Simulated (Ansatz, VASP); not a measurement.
# H2CClF: VASP beside Ansatz

Aim: how closely do two programs agree when they are given the same cell, functional and k mesh? The cell is taken from a series of runs on this material, whose earlier steps may have relaxed, scaled, displaced or heated it; both programs get it as it stands.

Main program and level: Ansatz 0.2.0; plane waves, with VASP 6.6.1 beside it; single point at HSE06.

**1. The structure**

Symmetry: P2_1, No. 4, monoclinic system. Conventional cell: a = 4.995 Å, b = 4.127 Å, c = 6.734 Å, α = 90.00°, β = 108.21°, γ = 90.00°. Nearest to H lie 1 C at 1.09 Å. Nearest to C lie 2 H at 1.09 Å and 1 F at 1.38 Å and 1 Cl at 1.79 Å. Nearest to Cl lie 1 C at 1.79 Å. F has 1 C at 1.38 Å nearest. Farther neighbours and most contacts between anions are not listed.

**2. Ansatz: single point, HSE06**

Ansatz runs on its PAW soft_1 files.

A single point gives forces, pressure and levels at one fixed geometry, so differences don't come from the geometry; what else differs is listed under the comparison.

Contents of input.yaml:

```yaml
crystal:
  lattice:
    - [4.995497, 0.0, 0.0]
    - [0.0, 4.1269615, 0.0]
    - [-2.1037472312, 0.0, 6.3967021394]
  atoms:
    - { symbol: H, position: [0.2861142982, 0.3935428942, 0.1565139926] }
    - { symbol: H, position: [0.7138857018, 0.8935428942, 0.8434860074] }
    - { symbol: H, position: [0.5718836547, 0.1059810211, 0.2703670354] }
    - { symbol: H, position: [0.4281163453, 0.6059810211, 0.7296329646] }
    - { symbol: C, position: [0.3461729266, 0.141013924, 0.1940597987] }
    - { symbol: C, position: [0.6538270734, 0.641013924, 0.8059402013] }
    - { symbol: Cl, position: [0.1659346457, 0.0001759731, 0.368481587] }
    - { symbol: Cl, position: [0.8340653543, 0.5001759731, 0.631518413] }
    - { symbol: F, position: [0.2627279128, 0.9597861875, 0.0125823776] }
    - { symbol: F, position: [0.7372720872, 0.4597861875, 0.9874176224] }
kpoints:
  mp_grid: { grid: [4, 4, 2] }
  band_path:
    path:
      - [0.0, 0.0, 0.0]
      - [0.0, 0.5, 0.0]
      - [0.0, 0.5, 0.5]
      - [0.0, 0.0, 0.5]
      - [-0.5, 0.0, 0.5]
      - [-0.5, 0.5, 0.5]
      - [-0.5, 0.5, 0.0]
      - [-0.5, 0.0, 0.0]
      - [-0.5, 0.45, 0.0]
    npoints: 1
hamiltonian:
  xc: hse06
  pseudopotentials: { kind: paw, azcp: { folder: soft_1 } }
scf:
  occupations: { method: fixed }
  n_extra_bands: 7
output:
  eigenvalues: true
  write_density: true
  write_potential: true
  elf: true
  volumetric_format: npy
```

On the command line:

```
> ansatz run input.yaml --threads 2 --pin off --max-ram 92160MiB --backend cuda --events-out ev --progress --plain --runs-dir out --devices 1 --max-vram 13GiB
```

Numbers of over 12 decimals in the logs are rounded to 6 here.

Output:

```text
scf.n_extra_bands = 7 over 20 filled bands (N_el = 40.0): the run solves 27 bands
GPUs: using 1 of 1 available (devices: 1).
Engine: ansatz 0.2.0, x86_64-unknown-linux-gnu
Pseudopotentials: kind: paw
Pseudopotential: H, paw, valence charge 1, recommended cutoff 420 eV (normal), soft_1/H.paw.azcp
Pseudopotential: C, paw, valence charge 4, recommended cutoff 420 eV (normal), soft_1/C.paw.azcp
Pseudopotential: Cl, paw, valence charge 7, recommended cutoff 420 eV (normal), soft_1/Cl.paw.azcp
Pseudopotential: F, paw, valence charge 7, recommended cutoff 420 eV (normal), soft_1/F.paw.azcp
Functional definition: HSE06
  parameter a = 0.25
  parameter omega = 0.11/bohr
  exchange = pbe_x - a*pbe_x_sr(omega) + a*exact_x_sr(omega)
  correlation = pbe_c
davidson cushion auto → on  (no smearing: the cushion is to keep the highest requested band from converging to the state above it; pin scf.eigensolver.cushion to override)
device memory: the entry about to start is reckoned to put 1.1 GiB on a device that reports 53.3 GiB free (of which the cap on the GPU budget leaves the run 13.0 GiB)
GPU FFT provider: cuFFT
GPU libraries: cuBLAS 13.8.2, cuFFT 12.4.0, cuSOLVER 12.3.4
Crystal: 10 atoms, lattice volume = 131.876 Å³
Basis set: ecut = 420 eV, 2569 PW (Γ)
Bands: 27, of which v1, the nominal top of the filled ones, is band 20 counted from 1 (19 counted from 0)
Symmetry: 2 space group operations
Space group: P21 (ITA 4), of the structure as read, at distance tolerance 5.1e-5 Å
k-points: 18 of 32 (time reversal used)
Non-local potential: H, projectors of the file, l = 0: 2, l = 1: 1
Non-local potential: C, projectors of the file, l = 0: 2, l = 1: 2, l = 2: 1
Non-local potential: Cl, projectors of the file, l = 0: 2, l = 1: 2, l = 2: 1
Non-local potential: F, projectors of the file, l = 0: 2, l = 1: 2, l = 2: 1
PAW form: soft (Blöchl's): semilocal exchange-correlation on the pseudo side does not see the compensation charge
PAW frozen core: C, regenerated for the run's functional, and the local potential with it (the file was generated under x = pbe(κ = 0.804, μ = 0.219515), c = pbe(β = 0.066725))
PAW frozen core: Cl, regenerated for the run's functional, and the local potential with it (the file was generated under x = pbe(κ = 0.804, μ = 0.219515), c = pbe(β = 0.066725))
PAW frozen core: F, regenerated for the run's functional, and the local potential with it (the file was generated under x = pbe(κ = 0.804, μ = 0.219515), c = pbe(β = 0.066725))
PAW one-centre angular grid: H, 110 points (default); XC on 64 Gauss nodes
PAW one-centre angular grid: C, 110 points (default); XC on 64 Gauss nodes
PAW one-centre angular grid: Cl, 110 points (default); XC on 64 Gauss nodes
PAW one-centre angular grid: F, 110 points (default); XC on 64 Gauss nodes
Initial density: superposition of atomic densities (chi_scale 0.1, normalization cell, long waves kept (reshape's long-wave potential 0.59 eV rms))
Initial wavefunctions: pseudopotential atomic-orbital guess
GPU buffer pool allocated for 51840 grid points (all kernels)
GPU transforms: local potential and band sums: pruned to the plane-wave sphere, on 36×27×45
Functional: x = pbe(κ = 0.804, μ = 0.219515), c = pbe(β = 0.066725), warm-up for x = pbe(κ = 0.804, μ = 0.219515) + 0.25 (exact − pbe) at short range (hse, ω = 0.207870 Å⁻¹), c = pbe(β = 0.066725); HSE06 as pw.x's `hse` composes it (authors' and Libxc's form: `xc: wpbeh`)
SCF iter   1: F=—  HF=-4347.455212 eV  |F-HF|=—  |Δ(HF+E_count)|=         —  Δρ=1.24e-1  dr2=1.88e1  ethr=1.00e-1  ⟨swp⟩=5.2  Hψ=1781  notcnv=0
preconditioner: auto → none  [insulator: Δε(μ)=4.352 eV  Ē_g=12.628 eV  n_scr=26 (ndim 8)  ℏωp=19.4 eV  f_vac=0.032]
SCF iter   2: F=—  HF=-4343.351381 eV  |F-HF|=—  |Δ(HF+E_count)|=    4.10e0  Δρ=8.64e-2  dr2=5.90e0  ethr=4.70e-2  ⟨swp⟩=3.6  Hψ=1414  notcnv=0
iter 3 solved again at ethr=1.01e-3 eV; its pass at ethr=1.48e-2 eV (dr2=4.02e-1 eV) is discarded
SCF iter   3: F=—  HF=-4341.707888 eV  |F-HF|=—  |Δ(HF+E_count)|=    1.64e0  Δρ=2.49e-2  dr2=3.97e-1  ethr=1.01e-3  ⟨swp⟩=2.8  Hψ=2340  notcnv=0
SCF iter   4: F=—  HF=-4341.606291 eV  |F-HF|=—  |Δ(HF+E_count)|=   1.02e-1  Δρ=5.23e-3  dr2=2.27e-2  ethr=9.92e-4  ⟨swp⟩=3.0  Hψ=1188  notcnv=0
SCF iter   5: F=-4341.602735 eV  HF=-4341.603763 eV  |F-HF|=1.03e-3  |Δ(HF+E_count)|=   2.53e-3  Δρ=1.40e-3  dr2=1.87e-3  ethr=5.67e-5  ⟨swp⟩=3.9  Hψ=1351  notcnv=0
SCF 1 stopped early in 5 iterations: F = -4341.602735 eV  dr2 = 1.87e-3
  greatest PAW one-centre occupation: 0.931 electrons in one spin orbital (limit 2), on the F atom at site 9 (counted from 0), in its partial waves of l = 0
device memory: the entry about to start is reckoned to put 1.5 GiB (of the 1.6 GiB reckoned in all, the device holds 0.1 GiB already) on a device that reports 55.1 GiB free (of which the cap on the GPU budget leaves the run 12.9 GiB)
GPU FFT provider: cuFFT
GPU libraries: cuBLAS 13.8.2, cuFFT 12.4.0, cuSOLVER 12.3.4
Initial density: handed on by an earlier stage of this run
Initial wavefunctions: those handed on with the density
GPU buffer pool allocated for 51840 grid points (all kernels)
GPU transforms: local potential and band sums: pruned to the plane-wave sphere, on 36×27×45
Functional: x = pbe(κ = 0.804, μ = 0.219515) + 0.25 (exact − pbe) at short range (hse, ω = 0.207870 Å⁻¹), c = pbe(β = 0.066725); HSE06 as pw.x's `hse` composes it (authors' and Libxc's form: `xc: wpbeh`)
Exchange kernel: α = 0.2500, screened, ω = 0.2079 Å⁻¹, Wigner–Seitz truncation, v(0) = 1030.2834 eV·Å³, q-mesh 4×4×2, nearest image of the exchange supercell L = 13.47 Å, pair-density grid 24×20×30, without the augmentation charges, whose exchange is taken in its separable form by FFT convolution over the k-point mesh (sized by the pseudopotential files, 32×30×45 at the most), smooth part of the exact exchange by density-matrix convolution in up to 2.60 GiB of GPU memory as planned if the GPU has room (build and FFT work areas not counted)
Frozen-core exchange: fock
SCF iter   1: F=—  HF=-4342.668258 eV  |F-HF|=—  |Δ(HF+E_count)|=         —  Δρ=7.14e-3  dr2=5.60e-2  ethr=4.68e-5  ⟨swp⟩=7.0  Hψ=2274  notcnv=0
preconditioner: auto → none  [insulator: Δε(μ)=7.785 eV  Ē_g=15.424 eV  n_scr=26 (ndim 8)  ℏωp=19.4 eV  f_vac=0.099]
SCF iter   2: F=—  HF=-4342.651569 eV  |F-HF|=—  |Δ(HF+E_count)|=   1.67e-2  Δρ=2.24e-3  dr2=5.27e-3  ethr=4.68e-5  ⟨swp⟩=3.7  Hψ=1435  notcnv=0
SCF iter   3: F=—  HF=-4342.660257 eV  |F-HF|=—  |Δ(HF+E_count)|=   8.69e-3  Δρ=1.04e-3  dr2=1.15e-3  ethr=1.08e-5  ⟨swp⟩=4.1  Hψ=1507  notcnv=0
SCF iter   4: F=—  HF=-4342.659871 eV  |F-HF|=—  |Δ(HF+E_count)|=   3.86e-4  Δρ=2.01e-4  dr2=4.54e-5  ethr=2.76e-6  ⟨swp⟩=3.0  Hψ=1249  notcnv=0
SCF iter   5: F=—  HF=-4342.660028 eV  |F-HF|=—  |Δ(HF+E_count)|=   1.56e-4  Δρ=1.96e-4  dr2=3.76e-5  ethr=7.56e-8  ⟨swp⟩=5.2  Hψ=1779  notcnv=0
SCF iter   6: F=-4342.660015 eV  HF=-4342.660016 eV  |F-HF|=8.19e-7  |Δ(HF+E_count)|=   1.21e-5  Δρ=3.05e-5  dr2=1.51e-6  ethr=7.56e-8  ⟨swp⟩=3.3  Hψ=1308  notcnv=0
SCF 2 stopped early in 6 iterations: F = -4342.660015 eV  dr2 = 1.51e-6
  greatest PAW one-centre occupation: 0.934 electrons in one spin orbital (limit 2), on the F atom at site 9 (counted from 0), in its partial waves of l = 0
hybrid outer 1: dexx = +1.131e-2 eV, tail = 2.45e-5 eV
GPU FFT provider: cuFFT
GPU libraries: cuBLAS 13.8.2, cuFFT 12.4.0, cuSOLVER 12.3.4
GPU buffer pool allocated for 51840 grid points (all kernels)
GPU transforms: local potential and band sums: pruned to the plane-wave sphere, on 36×27×45
Exchange kernel: α = 0.2500, screened, ω = 0.2079 Å⁻¹, Wigner–Seitz truncation, v(0) = 1030.2834 eV·Å³, q-mesh 4×4×2, nearest image of the exchange supercell L = 13.47 Å, pair-density grid 24×20×30, without the augmentation charges, whose exchange is taken in its separable form by FFT convolution over the k-point mesh (sized by the pseudopotential files, 32×30×45 at the most), smooth part of the exact exchange by density-matrix convolution in up to 2.60 GiB of GPU memory as planned if the GPU has room (build and FFT work areas not counted)
Frozen-core exchange: fock
SCF iter   1: F=—  HF=-4342.660202 eV  |F-HF|=—  |Δ(HF+E_count)|=         —  Δρ=4.59e-5  dr2=1.34e-6  ethr=3.06e-7  ⟨swp⟩=4.1  Hψ=1306  notcnv=0
preconditioner: auto → none  [insulator: Δε(μ)=7.764 eV  Ē_g=15.390 eV  n_scr=26 (ndim 8)  ℏωp=19.4 eV  f_vac=0.110]
SCF iter   2: F=—  HF=-4342.660202 eV  |F-HF|=—  |Δ(HF+E_count)|=   2.09e-7  Δρ=1.84e-5  dr2=3.29e-7  ethr=3.11e-9  ⟨swp⟩=4.1  Hψ=1440  notcnv=0
SCF iter   3: F=-4342.660202 eV  HF=-4342.660202 eV  |F-HF|=2.58e-8  |Δ(HF+E_count)|=   4.05e-8  Δρ=5.81e-6  dr2=5.53e-8  ethr=5.83e-10  ⟨swp⟩=3.3  Hψ=1462  notcnv=0
SCF 3 converged in 3 iterations: F = -4342.660202 eV  dr2 = 5.53e-8
hybrid outer 2: dexx = +4.026e-7 eV, tail = 1.23e-7 eV, Δε = 6.63e-4 eV (about 4.98e-5 eV left of the loop's levels)
the search or the solves at the SCF's close seem to have found levels that the self-consistency loop had missed (the run counts 1). By its estimate they hold under 1e-12 electrons; where the run keeps them, the occupations were computed again with them
device memory: the entry about to start is reckoned to put 0.6 GiB on a device that reports 47.5 GiB free (of which the cap on the GPU budget leaves the run 13.0 GiB)
NSCF: frozen V_eff on 9 k-points, pencils in batches of 32, up to order 120
hybrid SCF converged: 2 outer / 9 inner (+5 warm-up), last move |dexx| = 4.03e-7 eV, tail = 1.23e-7 eV
Stability not checked: this state was not tested for a lower state beside it, because the functional holds exact exchange (a hybrid, or Hartree-Fock), whose exchange loop this test does not read (fock_operator; see scf.lower_state_search)
Free energy (F): -4342.660202 eV
Frozen-core exchange: fock
Harris-Foulkes:  -4342.660202 eV  (|F-HF|=2.58e-8)
Internal energy: -4342.660202 eV  (E = F + TS)
E sigma→0 (E₀):  -4342.660202 eV
Fermi energy:    -1.629386 eV
--- Per-component energies (eV) ---
  E_band       = -367.617966
  E_kinetic    = 929.433677
  E_local      = -2708.646049  (includes V_loc(G=0)·N_el)
  E_nonlocal   = 281.845749
  E_hartree    = 979.848311
  E_xc         = -398.719882
  E_vxc        = -469.687824  (∫ρ·V_xc dr)
  E_exx        = -108.473466  (= α·E_x^exact, valence–valence)
  E_paw        = -1919.980411  (= ΣΔE_a)
  E_vpaw       = -143.318624  (= ΣTr[D̂ρ^β])
  E_aug_tail   = -0.002800  (compensation charges beyond the density's cutoff)
  E_ewald      = -1397.648201
  E_core_change = -0.317132  (= ΣΔE_core)
  E_smearing   = -0.000000  (= −TS)
  E_closure    = -0.000000  (closes the sum)
  Σ components = -4342.660202   (vs F -4342.660202, Δ=0.00e0)
--- Band table (eV; the first three rows and the last of 18) ---
  k-point 0: bands = [... 16 lower, -2.4252, -2.4012, -2.3848, -1.8670, 6.4915, 6.7530, 7.1008, 8.4071, ... 3 higher]
  k-point 1: bands = [... 16 lower, -2.5751, -2.2821, -2.2723, -1.8907, 6.5468, 6.6454, 7.3033, 7.8508, ... 3 higher]
  k-point 2: bands = [... 16 lower, -2.4965, -2.4425, -2.2528, -1.8611, 6.4396, 6.7992, 7.5139, 8.5234, ... 3 higher]
  k-point 17: bands = [... 16 lower, -2.4230, -2.4230, -1.6331, -1.6331, 6.7311, 6.7311, 7.9255, 7.9255, ... 3 higher]
```

Reading the cycles: dr2 is the Hartree energy of the density residual (eV), the measure of convergence; HF is the Harris–Foulkes estimate of the energy, which meets the free energy F at convergence.

(Continued in part 2 of 2.)

[Lines on the potential files, build, host, timing and source positions are cut from VASP's logs without a mark.]

[Logs are printed without paths, hosts, clocks, repeated set-up lines and the standing remarks that a program may print on its own settings, such as how far it seeks lower states.]

[Hosts, paths, dates, database ids (printed as entryN), source tags and the programs' standing remarks are cut or masked in the printed files.]
